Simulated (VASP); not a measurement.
# HfTeSe5 (P3m1) in VASP: single point with PBE

Aim: the single point of HfTeSe5 with PBE.

All numbers are computed with VASP 6.6.1; they aren't measurements. Logs are shortened: lines on timing, memory, paths and dates and some standing lists are left out, and cuts for length are marked.

**1. Starting point**

The structure is trigonal, space group P3m1 (No. 156). Conventional cell: a = 3.775 Å, b = 3.775 Å, c = 16.358 Å, α = 90.00°, β = 90.00°, γ = 120.00°. Around Hf (site symmetry 3m) lie 6 Se at 2.68 to 2.69 Å. Around Te (site symmetry 3m) lie 6 Se at 2.85 to 2.94 Å. Se (site symmetry 3m) has 3 Hf at 2.69 Å as nearest neighbours. Around Se (site symmetry 3m) lie 3 Hf at 2.68 Å. Se (site symmetry 3m) is surrounded by 3 Se at 2.83 Å and 3 Te at 2.94 Å. Around Se (site symmetry 3m) lie 3 Te at 2.85 Å. Se (site symmetry 3m) has 3 Se at 2.83 Å as nearest neighbours.

The cell was built by a generator and needn't be a form met in nature.

**2. Single point, PBE**

INCAR reads:

```
SYSTEM = HfTeSe5
PREC = Normal
ENCUT = 520
EDIFF = 1E-5
ISMEAR = 0
SIGMA = 0.15
LREAL = Auto
LASPH = .True.
NELM = 80
ALGO = Fast
ISIF = 2
LWAVE = .False.
LCHARG = .False.
GGA = PE
NBANDS = 59
KPAR = 2
```

KPOINTS reads:

```
Automatic mesh
0
Gamma
  7 7 2
  0 0 0
```

POSCAR reads:

```
HfTeSe5
1.0
    7.5503340000      0.0000000000      0.0000000000
   -1.8875840000      3.2693910000      0.0000000000
    0.0000000000      0.0000000000     16.3576000000
Hf Te Se
2 2 10
Direct
    0.0000000000      0.0000000000      0.9930040000
    0.5000000000      0.0000000000      0.9930040000
    0.0000000000      0.0000000000      0.4204610000
    0.5000000000      0.0000000000      0.4204610000
    0.1666665000      0.6666670000      0.0893240000
    0.6666665000      0.6666670000      0.0893240000
    0.3333335000      0.3333330000      0.8972070000
    0.8333335000      0.3333330000      0.8972070000
    0.1666665000      0.6666670000      0.5406860000
    0.6666665000      0.6666670000      0.5406860000
    0.3333335000      0.3333330000      0.3082760000
    0.8333335000      0.3333330000      0.3082760000
    0.0000000000      0.0000000000      0.6510400000
    0.5000000000      0.0000000000      0.6510400000
```

Potentials or basis: VASP PAW PBE potentials, release 64 (Hf_pv, Te, Se).

On the command line:

```
$ cat potpaw_PBE.64/Hf_pv/POTCAR potpaw_PBE.64/Te/POTCAR potpaw_PBE.64/Se/POTCAR > POTCAR
$ mpirun -np 2 vasp_std > vasp.out
```

OUTCAR:

```text
SYSTEM = HfTeSe5
   PREC = Normal
   ENCUT = 520
   EDIFF = 1E-5
   ISMEAR = 0
   LREAL = Auto
   LASPH = .True.
   NELM = 80
   ISIF = 2
   GGA = PE

 ion  position               nearest neighbor table
   1  0.000  0.000  0.993-   8 2.68   7 2.68   8 2.68   5 2.69   6 2.69   5 2.69   2 3.78   2 3.78
                             2 3.78   2 3.78
   2  0.500  0.000  0.993-   7 2.68   8 2.68   7 2.68   6 2.69   5 2.69   6 2.69   1 3.78   1 3.78
                             1 3.78   1 3.78
   3  0.000  0.000  0.420-  12 2.85  11 2.85  12 2.85   9 2.94  10 2.94   9 2.94
   4  0.500  0.000  0.420-  11 2.85  12 2.85  11 2.85  10 2.94   9 2.94  10 2.94
   5  0.167  0.667  0.089-   1 2.69   2 2.69   1 2.69
   6  0.667  0.667  0.089-   2 2.69   1 2.69   2 2.69
   7  0.333  0.333  0.897-   2 2.68   1 2.68   2 2.68
   8  0.833  0.333  0.897-   1 2.68   2 2.68   1 2.68
   9  0.167  0.667  0.541-   3 2.94   4 2.94   3 2.94
  10  0.667  0.667  0.541-   4 2.94   3 2.94   4 2.94
  11  0.333  0.333  0.308-   4 2.85   3 2.85   4 2.85
  12  0.833  0.333  0.308-   3 2.85   4 2.85   3 2.85
  13  0.000  0.000  0.651-
  14  0.500  0.000  0.651-

  Warning from LATTYP: Monoclinic adjustment (A1->A3, A2->A1, A3->A2)!
  LATTYP: Found a simple orthorhombic cell.
 ALAT       =     3.7751676609
 B/A-ratio  =     1.7320504525
 C/A-ratio  =     4.3329466316

  Lattice vectors:

 A1 = (   1.8875840000,  -3.2693910000,   0.0000000000)
 A2 = (   5.6627500000,   3.2693910000,   0.0000000000)
 A3 = (   0.0000000000,   0.0000000000,  16.3576000000)

Analysis of symmetry for initial positions (statically):
=====================================================================
 Subroutine PRICEL returns following result:

  LATTYP: Found a hexagonal cell.
 ALAT       =     3.7751670000
 C/A-ratio  =     4.3329473901

  Lattice vectors:

 A1 = (   3.7751670000,   0.0000000000,   0.0000000000)
 A2 = (  -1.8875840000,   3.2693910000,   0.0000000000)
 A3 = (   0.0000000000,   0.0000000000,  16.3576000000)

   2 primitive cells build up your supercell.

 Routine SETGRP: Setting up the symmetry group for a
 simple orthorhombic supercell.

 Subroutine GETGRP returns: Found  2 space group operations
 (whereof  2 operations were pure point group operations)
 out of a pool of  8 trial point group operations.

The static configuration has the point symmetry C_1h.

Analysis of symmetry for dynamics (positions and initial velocities):
=====================================================================
 Subroutine PRICEL returns following result:

  LATTYP: Found a hexagonal cell.
 ALAT       =     3.7751670000
 C/A-ratio  =     4.3329473901

  Lattice vectors:

 A1 = (   3.7751670000,   0.0000000000,   0.0000000000)
 A2 = (  -1.8875840000,   3.2693910000,   0.0000000000)
 A3 = (   0.0000000000,   0.0000000000,  16.3576000000)

   2 primitive cells build up your supercell.

 Routine SETGRP: Setting up the symmetry group for a
 simple orthorhombic supercell.

 Subroutine GETGRP returns: Found  2 space group operations
 (whereof  2 operations were pure point group operations)
 out of a pool of  8 trial point group operations.

The dynamic configuration has the point symmetry C_1h.

 Subroutine INISYM returns: Found  2 space group operations
 (whereof  2 operations are pure point group operations),
 and found     2 'primitive' translations

----------------------------------------------------------------------------------------

                                     Primitive cell

  volume of cell :     201.8936

  direct lattice vectors                    reciprocal lattice vectors
     3.775167000  0.000000000  0.000000000     0.264888944  0.152933721  0.000000000
    -1.887584000  3.269391000  0.000000000     0.000000000  0.305867362  0.000000000
     0.000000000  0.000000000 16.357600000     0.000000000  0.000000000  0.061133663
[... 24 lines left out ...]

 KPOINTS: Automatic mesh

Automatic generation of k-mesh.
 Grid dimensions read from file:
 generate k-points for:    7    7    2

 Generating k-lattice:

  Cartesian coordinates                     Fractional coordinates (reciprocal lattice)
     0.018920639  0.010923837  0.000000000     0.142857143  0.000000000  0.000000000
     0.000000000  0.043695337  0.000000000     0.000000000  0.142857143  0.000000000
     0.000000000  0.000000000  0.030566831     0.000000000  0.000000000  0.500000000

  Length of vectors
     0.021847673  0.043695337  0.030566831

  Shift w.r.t. Gamma in fractional coordinates (k-lattice)
     0.000000000  0.000000000  0.000000000

 Subroutine IBZKPT returns following result:
 ===========================================

 Found     32 irreducible k-points:

 Following reciprocal coordinates:
            Coordinates               Weight
  0.000000  0.000000  0.000000      1.000000
  0.142857  0.000000  0.000000      2.000000
  0.285714 -0.000000  0.000000      2.000000
  0.428571  0.000000  0.000000      2.000000
  0.000000  0.142857  0.000000      4.000000
  0.142857  0.142857  0.000000      4.000000
[... 16 lines left out ...]
  0.285714  0.142857  0.500000      4.000000
 -0.142857  0.142857  0.500000      2.000000
 [... further k-points ...]
   k-points           NKPTS =     32   k-points in BZ     NKDIM =     32   number of bands    NBANDS=     59
   number of dos      NEDOS =    301   number of ions     NIONS =     14
   total plane-waves  NPLWV =  96768
   dimension x,y,z NGX =    42 NGY =   24 NGZ =   96
   dimension x,y,z NGXF=    84 NGYF=   48 NGZF=  192
   ions per type =               2   2  10
   NGX,Y,Z   is equivalent  to a cutoff of   9.25, 10.57,  9.76 a.u.
   NGXF,Y,Z  is equivalent  to a cutoff of  18.50, 21.14, 19.51 a.u.
 SYSTEM =  HfTeSe5
   PREC   = normal    normal or accurate (medium, high low for compatibility)
   ISTART =      0    job   : 0-new  1-cont  2-samecut
   ICHARG =      2    charge: 1-file 2-atom 10-const
   ISPIN  =      1    spin polarized calculation?
   LNONCOLLINEAR =      F non collinear calculations
   LSORBIT =      F    spin-orbit coupling
   LASPH  =      T    aspherical Exc in radial PAW
   ENCUT  =  520.0 eV  38.22 Ry    6.18 a.u.  14.04  7.02 30.41*2*pi/ulx,y,z
   NELM   =     80;   NELMIN=  2; NELMDL= -5     # of ELM steps
   EDIFF  = 0.1E-04   stopping-criterion for ELM
   LREAL  =      T    real-space projection
   EDIFFG = 0.1E-03   stopping-criterion for IOM
   NSW    =      0    number of steps for IOM
   IBRION =     -1    ionic relax: 0-MD 1-quasi-New 2-CG
   NFREE  =      0    steps in history (QN), initial steepest desc. (CG)
   ISIF   =      2    stress and relaxation
   ISYM   =      2    0-nonsym 1-usesym 2-fastsym
   POTIM  = 0.5000    time-step for ionic-motion
   TEBEG  =    0.0;   TEEND  =   0.0 temperature during run
   PSTRESS=    0.0 pullay stress
   NELECT =      92.0000    total number of electrons
   NUPDOWN=      -1.0000    fix difference up-down
   EMIN   =  10.00;   EMAX   =-10.00  energy-range for DOS
   EFERMI =   0.00;   METHOD = LEGACY
   ISMEAR =     0;   SIGMA  =   0.15  broadening in eV -4-tet -1-fermi 0-gaus
   EFERMI_NEDOS =   21; number of points for ismear=-14 and -15
   IALGO  =     68    algorithm
   IMIX   =      4    mixing-type and parameters
     AMIX     =   0.40;   BMIX     =  1.00
     AMIX_MAG =   1.60;   BMIX_MAG =  1.00
  volume/ion in A,a.u.               =      28.84       194.64
  Fermi-wavevector in a.u.,A,eV,Ry     =   0.999892  1.889523 13.602896  0.999785
  Thomas-Fermi vector in A             =   2.132213
   LORBIT       =      0    0 simple, 1 ext, 2 COOP (PROOUT), +10 PAW based schemes
   GGA     = PE    functional components
   LHFCALC =     F    Hartree Fock is set to
   AEXX    =    0.0000 exact exchange contribution
   IVDW    =     0    specifies the selected vdW correction
   LEPSILON=     F    determine dielectric tensor
   LRPA    =     F    only Hartree local field effects (RPA)
 non-spin polarized calculation
 RMM-DIIS sequential band-by-band and
 Gauss-broadening in eV      SIGMA  =   0.15
  energy-cutoff  :      520.00
  volume of cell :      403.79
 maximum number of plane-waves:     10924
   NGX = 27   NGY = 15   NGZ = 61

 number of electron      92.0000042 magnetization

 Free energy of the ion-electron system (eV)
  ---------------------------------------------------
  ext. energy  EPLUGINS =         0.00000000
  ---------------------------------------------------
  free energy    TOTEN  =       -65.81874172 eV

  energy without entropy =      -65.69921386  energy(sigma->0) =      -65.75897779

 E-fermi :   3.1074     XC(G=0):  -8.8430

 val. band max:        3.1057274251   @ k =   0.2857  -0.0000   0.0000
 cond. band min:       3.1130749924   @ k =   0.2857   0.4286   0.5000
 fundamental gap:      0.0073475673
 Fermi energy:         3.1073584212

 k-point     1 :       0.0000    0.0000    0.0000
  band No.  band energies     occupation
      1     -28.5643      2.00000
      2     -28.5076      2.00000
      3     -28.4819      2.00000
      4     -28.4696      2.00000
      5     -28.4432      2.00000
      6     -28.4420      2.00000
[... 1453 lines left out ...]
     57       5.2381      0.00000
     58       5.3128      0.00000

 [... further k-points ...]

 [bands above 58 left out]

------------------------ aborting loop because EDIFF is reached ----------------------------------------

  FORCE on cell =-STRESS in cart. coord.  units (eV):
  Direction    XX          YY          ZZ          XY          YZ          ZX
  --------------------------------------------------------------------------------------
  -------------------------------------------------------------------------------------
  Total        0.1140969     -0.1876822      0.0811114      0.2613485     -0.0150189     -0.0260136
  in kB        0.4527222     -0.7446997      0.3218397      1.0369981     -0.0595930     -0.1032189
  external PRESSURE =       0.0099541 kB  Pullay stress =       0.0000000 kB

 VOLUME and BASIS-vectors are now :
 -----------------------------------------------------------------------------
  energy-cutoff  :      520.00
  volume of cell :      403.79
      direct lattice vectors                 reciprocal lattice vectors
     7.550334000  0.000000000  0.000000000     0.132444472  0.076466861  0.000000000
    -1.887584000  3.269391000  0.000000000     0.000000000  0.305867362  0.000000000
     0.000000000  0.000000000 16.357600000     0.000000000  0.000000000  0.061133663

 POSITION                                       TOTAL-FORCE (eV/Angst)
 -----------------------------------------------------------------------------------
      0.00000      0.00000     16.24316        -0.001845     -0.001065     -0.011027
      3.77517      0.00000     16.24316        -0.001845     -0.001065     -0.011027
      0.00000      0.00000      6.87773        -0.007552     -0.004360      0.015625
      3.77517      0.00000      6.87773        -0.007552     -0.004360      0.015625
     -0.00000      2.17960      1.46113         0.000984      0.000568      0.000057
      3.77516      2.17960      1.46113         0.000984      0.000568      0.000057
      1.88759      1.08980     14.67615         0.000246      0.000142     -0.008078
      5.66275      1.08980     14.67615         0.000246      0.000142     -0.008078
     -0.00000      2.17960      8.84433         0.004913      0.002837      0.004013
      3.77516      2.17960      8.84433         0.004913      0.002837      0.004013
      1.88759      1.08980      5.04266         0.005815      0.003357     -0.005778
      5.66275      1.08980      5.04266         0.005815      0.003357     -0.005778
      0.00000      0.00000     10.64945        -0.002562     -0.001479      0.005189
      3.77517      0.00000     10.64945        -0.002562     -0.001479      0.005189
 -----------------------------------------------------------------------------------
    total drift:                               -0.002765     -0.001501      0.126473

  FREE ENERGIE OF THE ION-ELECTRON SYSTEM (eV)
  ---------------------------------------------------
  free  energy   TOTEN  =       -65.8187417189 eV

  energy  without entropy=      -65.6992138560  energy(sigma->0) =      -65.75897779
```

Run time: 4.3 min. Hardware: 2 MPI ranks of Intel Xeon Platinum 8488C (Sapphire Rapids), shared host; peak memory 0.6 GiB.

Results:

```yaml
Free_energy: -65.8187 eV
Pressure: 0.0 GPa
Largest_force: 0.018 eV/Å
Band_gap_on_the_k_mesh: none (metal or under the smearing width)
```

Forces on the atoms (eV/Å):
```
Hf  -0.002 -0.001 -0.011
Hf  -0.002 -0.001 -0.011
Te  -0.008 -0.004  0.016
Te  -0.008 -0.004  0.016
Se   0.001  0.001  0.000
Se   0.001  0.001  0.000
Se   0.000  0.000 -0.008
Se   0.000  0.000 -0.008
Se   0.005  0.003  0.004
Se   0.005  0.003  0.004
Se   0.006  0.003 -0.006
Se   0.006  0.003 -0.006
Se  -0.003 -0.001  0.005
Se  -0.003 -0.001  0.005
```

Stress tensor (GPa, compression positive):
```
 0.05  0.10 -0.01
 0.10 -0.07 -0.01
-0.01 -0.01  0.03
```

Caveat: this functional lacks dispersion, which binds the layers, so the pressure and a relaxed spacing across them are unreliable. Spin-orbit coupling is left out, which matters for the levels of Hf, Te.
